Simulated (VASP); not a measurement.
These are PBE GGA, VASP's PBE PAW potentials (set 64) (plane waves; VASP) values and carry that method's errors.

VASP ran on this input.

### INCAR
```
SYSTEM = Ga32HSb32
PREC = Normal; ENCUT = 400; LREAL = Auto
LASPH = T; ISYM = 0; NELECT = 258.0
EDIFF = 1E-5; NELM = 100; NELMIN = 4
ALGO = Fast; LMAXMIX = 4
ISMEAR = 0; SIGMA = 0.05
GGA = PE
IBRION = 2; NSW = 120; ISIF = 2
EDIFFG = -0.03
LWAVE = F; LCHARG = F
```

File POSCAR:
```
Ga32HSb32
1.0
 12.4495035576   0.0000000000   0.0000000000
  0.0000000000  12.4495035576   0.0000000000
  0.0000000000   0.0000000000  12.4495035576
Ga Sb H
32 32 1
Cartesian
  6.2652973257   0.0356272473   0.0333515652
  9.2981825809   3.0520472248   0.0258676221
  9.2789886808   0.0622499778   3.0759957870
 12.4273750319  12.4300315107  12.4309094547
  3.0745557007   3.1001775459  12.4115134070
  6.2335349596   6.2319423282  12.4265710330
  9.3346799638   9.3630912685  12.4396089710
  3.0804319423  12.4194496070   3.1028535505
  5.8246356328   3.5246950090   3.5368413646
  9.3854970284   6.2535660253   3.0785979835
  6.2471295162  12.3970636878   6.2512740194
  9.3961770480   3.0941143351   6.2519004125
  9.3523400440  12.4318250708   9.3335764149
 12.4324077300   6.2438084991   0.0141278236
  3.1019757123   9.3490897774  12.4493631845
 12.4354637109   3.0836549868   3.0962469313
  3.1105851366   6.2215547861   3.1143293435
  6.2368560103   9.3653421337   3.0961491255
  0.0241682088   0.0311212180   6.2695567354
  3.2281633650   3.2247021104   6.1017738547
  6.1152892262   6.1129278878   6.0807732477
  9.3261817709   9.3220067091   6.2522849042
  3.0618826339   0.0308760997   9.3092386290
  6.2432361419   3.0932562830   9.3714841573
  9.3059455921   6.2796182038   9.3144757517
  0.0062523200   9.3425323662   3.0701035851
 12.4416561238   6.2435392611   6.2263054656
  3.0972707250   9.3570248134   6.2354618913
  0.0235176513   3.0771945285   9.3028720001
  3.0938246899   6.2480113917   9.3512004488
  6.2681397279   9.3024921633   9.3139216131
 12.4316964289   9.3323066428   9.3489693932
  7.6732268764   1.6487113654   1.6452817948
 10.8993945797   4.6390675876   1.5356296848
 10.9070022124   1.5137270305   4.6745726990
  1.5516788017   1.5248309618   1.5436476046
  4.6369841470   4.6818055133   1.4844633208
  7.7866765543   7.7741487073   1.5519961396
 10.8760901324  10.8942389079   1.5594795723
  4.6791982909   1.4322322042   4.6920513090
  7.9268190323   4.6724873001   4.6943416977
 10.9064218751   7.7875776096   4.6657853888
  7.7967953203   1.5339653680   7.7914981599
 10.9049284152   4.6640518390   7.8113189610
 10.9000158760   1.5387054417  10.8754581110
  1.5670708849   7.7687013299   1.5555532839
  4.6710078982  10.8872794860   1.5454614587
  1.5323005033   4.6744746231   4.6289206098
  4.6426743432   7.7875132195   4.6327824171
  7.8200077247  10.8714297903   4.6684174055
  1.6358323191   1.6250615327   7.6924112664
  4.6873930534   4.6482421596   7.8285716648
  7.7131044776   7.6983322353   7.6831835213
 10.9056685668  10.8817787264   7.7858515519
  4.6659953534   1.5125223194  10.8959694001
  7.8283731463   4.6593488473  10.8945375690
 10.8818125082   7.7763236630  10.9041628629
  1.5381513890  10.8751490720   4.6772864468
  1.5482475268   7.7822877259   7.7983452163
  4.6698948504  10.8668166865   7.8136411495
  1.5294580389   4.6618008168  10.8854655187
  4.6840235753   7.7881823591  10.8961972559
  7.7860816324  10.8761723490  10.8812052102
  1.5629886753  10.9008773804  10.8907291962
  4.9368323014   4.4478984078   4.5976187657
```

**KPOINTS**
```
Automatic mesh
0
Gamma
1 1 1
0 0 0
```

POTCAR, in this order: Ga Sb H (PBE.64 set). Program: vasp_gam.

The cell is charged, with a uniform compensating background. The supercell is sampled at Γ alone, which is coarse: total energies, pressure and levels can be off, energies of defects by several tenths of an eV.

**Question.** Estimate the energy per atom (σ→0).

**Answer.** 
The energy per atom (σ→0) comes out as -3.517 eV/atom.

### OSZICAR
```
...
RMM:   4    -0.228599186204E+03   -0.10762E-05   -0.37967E-05   232   0.110E-02
  19 F= -.22859919E+03 E0= -.22859577E+03  d E =-.348159E-02
       N       E                     dE             d eps       ncg     rms          rms(c)
DAV:   1    -0.228600208966E+03   -0.10238E-02   -0.65996E-02   336   0.493E-01    0.897E-02
RMM:   2    -0.228600494063E+03   -0.28510E-03   -0.35843E-03   328   0.103E-01    0.332E-02
RMM:   3    -0.228600542509E+03   -0.48446E-04   -0.53741E-04   334   0.418E-02    0.168E-02
RMM:   4    -0.228600549465E+03   -0.69566E-05   -0.93259E-05   304   0.177E-02
  20 F= -.22860055E+03 E0= -.22859762E+03  d E =-.136326E-02
```

The cell is a supercell with a defect, built from GaSb (zinc blende): H_i, charge -1. The run is not spin-polarised, so no state with unpaired spins was tried.
